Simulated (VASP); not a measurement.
# Settings for CH₂IBr: self-consistent run

CH₂IBr, molecule in box, 5 atoms in the cell. PBE; PAW potentials Br, C, I, H (PBE set). VASP 6.6.1. The cell is changed on purpose: last atom moved by 0.08 Å along z.

Wanted: energy within 2 meV/atom; forces within 0.01 eV/Å.

What the run is for: forces; Accuracy asked: standard.

POSCAR:
```
H2CIBr
1.0
   13.0000000000      0.0000000000      0.0000000000
    0.0000000000     11.0000000000      0.0000000000
    0.0000000000      0.0000000000     12.0000000000
Br C I H
1 1 1 2
Direct
    0.3766923100      0.4773090900      0.5308750000
    0.5178615400      0.4930181800      0.4861666700
    0.6253076900      0.4147454500      0.5988166700
    0.5355769200      0.5890727300      0.4801916700
    0.5270846200      0.4471636400      0.4135166700
```

The series start from Plane-wave cutoff (eV): 520; Precision mode (PREC): Accurate; Bands in all (NBANDS): 23; Aspherical gradient terms in the spheres (LASPH): yes; Projection operators (LREAL): Auto, ROPT -0.00025. Each series keeps the choices made before it, and each single choice may use up half of a tolerance.

## Plane-wave cutoff (eV)

| Plane-wave cutoff (eV) | Energy less reference (meV/atom) | Forces, largest deviation (eV/Å) | SCF iterations | Time (s) |
|---|---|---|---|---|
| 400 | 3.5 | 0.044 | 27 | 56 |
| 460 | 2.1 | 0.013 | 28 | 82 |
| 520 | 1.7 | 0.014 | 28 | 101 |
| 600 | 0.8 | 0.014 | 27 | 114 |
| 720 (reference) | 0.0 | 0.000 | 27 | 166 |

## Precision mode (PREC)

| Precision mode (PREC) | Energy less reference (meV/atom) | Forces, largest deviation (eV/Å) | SCF iterations | Time (s) |
|---|---|---|---|---|
| Low | 0.1 | 0.024 | 27 | 31 |
| SingleN | 0.1 | 0.024 | 27 | 31 |
| Normal | 0.0 | 0.021 | 27 | 59 |
| Accurate (reference) | 0.0 | 0.000 | 27 | 166 |

## Bands in all (NBANDS)

| Bands in all (NBANDS) | Energy less reference (meV/atom) | Forces, largest deviation (eV/Å) | SCF iterations | Time (s) |
|---|---|---|---|---|
| 11 | 0.0 | 0.000 | 28 | 118 |
| 12 | 0.0 | 0.000 | 27 | 117 |
| 14 | 0.0 | 0.000 | 28 | 133 |
| 16 | 0.0 | 0.000 | 28 | 145 |
| 23 | 0.0 | 0.000 | 27 | 166 |
| 36 (reference) | 0.0 | 0.000 | 27 | 195 |

## Aspherical gradient terms in the spheres (LASPH)

| Aspherical gradient terms in the spheres (LASPH) | Energy less reference (meV/atom) | Forces, largest deviation (eV/Å) | SCF iterations | Time (s) |
|---|---|---|---|---|
| yes | 0.0 | 0.000 | 28 | 118 |
| no | 3.7 | 0.028 | 28 | 122 |

## Projection operators (LREAL)

| Projection operators (LREAL) | Energy less reference (meV/atom) | Forces, largest deviation (eV/Å) | SCF iterations | Time (s) |
|---|---|---|---|---|
| Auto, ROPT -0.005 | 0.0 | 0.118 | 27 | 118 |
| Auto, ROPT -0.002 | -0.6 | 0.031 | 27 | 116 |
| Auto, ROPT -0.001 | -0.4 | 0.018 | 28 | 119 |
| Auto, ROPT -0.0005 | 0.0 | 0.011 | 28 | 120 |
| Auto, ROPT -0.00025 | -0.3 | 0.009 | 28 | 118 |
| Auto, ROPT -0.0001 | -0.2 | 0.002 | 28 | 119 |
| False (reference) | 0.0 | 0.000 | 28 | 118 |

## Question

The rows run from the loosest to the tightest (no order: aspherical gradient terms in the spheres). For each series: choose the loosest value from which every tighter one stays within half of the tolerance; where there is no order, keep the first row unless others stay within half of the tolerance and take at least 30 % less time, and then take the fastest.

## Answer

- Plane-wave cutoff (eV): 720, the tightest run, since the next looser one is off by more than half of the tolerance (convergence isn't shown beyond it)
- Precision mode (PREC): Accurate, the last of the list; the one before it is off by more than half of the tolerance
- Bands in all (NBANDS): 11
- Aspherical gradient terms in the spheres (LASPH): yes
- Projection operators (LREAL): Auto, ROPT -0.0001

## All choices together

| Input | Energy less reference (meV/atom) | Forces, largest deviation (eV/Å) | Time (s) |
|---|---|---|---|
| the program's defaults (naive) | 9.8 | 0.057 | 14 |
| chosen settings | -0.2 | 0.002 | 119 |
| reference settings throughout | 0.0 | 0.000 | 177 |

The chosen settings stay within the tolerance of the reference run, but the reference itself isn't shown to be converged in: Plane-wave cutoff (eV).

## The input

INCAR:
```
ALGO = Normal
EDIFF = 1E-6
EFERMI = MIDGAP
ENCUT = 720
GGA = PE
GGA_COMPAT = False
ISIF = 0
ISMEAR = 0
LASPH = True
LCHARG = False
LREAL = Auto
LWAVE = False
NBANDS = 11
NELM = 120
NELMDL = -8
PREC = Accurate
ROPT = -0.0001 -0.0001 -0.0001 -0.0001
SIGMA = 0.03
```

KPOINTS:
```
k-points
0
Gamma
  1 1 1
```

Commands:
```
cat potpaw_PBE.64/Br/POTCAR potpaw_PBE.64/C/POTCAR potpaw_PBE.64/I/POTCAR potpaw_PBE.64/H/POTCAR > POTCAR
mpirun -np 1 vasp_gam > vasp.out
```

The chosen input took VASP 6.6.1 119 s on 1 core (AMD EPYC 9R45 (Zen 5)), a shared host.

## An input that fails: too few electronic steps

The electronic loop stops at its limit of 4 steps.

Changes against the starting input:
```
- NELM = 120
+ NELM = 4
```
